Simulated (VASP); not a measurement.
Data:

```xyz
5
Lattice="3.8875 0.0000 0.0000 -1.9438 3.3667 0.0000 0.0000 0.0000 4.7611" Properties=species:S:1:pos:R:3 pbc="T T T"
Fe     0.0000     0.0000     3.5520
Fe     0.0000     0.0000     1.2092
Fe     1.9438     1.1222     4.7611
Ge     1.9438     1.1222     2.3806
Ge     0.0000     2.2445     4.7611
```

These are LDA (Ceperley-Alder, Perdew-Zunger) with spin-orbit coupling, VASP's LDA PAW potentials (set 64) (plane waves; VASP) values and carry that method's errors. Run with 400 eV cut-off, 8×8×6 Γ-centred mesh, Gaussian smearing of 0.050 eV, potentials Fe Ge_d.

The run has a spin-polarised start.

Task: What does the run give for the energy per atom (σ→0), band gap (over mesh and band path) with the smallest direct gap where there is one?

Result: 
```json
{
 "band gap (over mesh and band path)": "none (metal, semimetal or under 0.01 eV)",
 "energy per atom (σ→0)": "-7.789 eV/atom"
}
```

Only differences to runs with the same potentials and settings are physical.

The structure comes from a computed database's Fe3Ge2 entry (P-6m2); how it stands against other phases isn't given here. It was relaxed first, which changed the volume by -9 %.
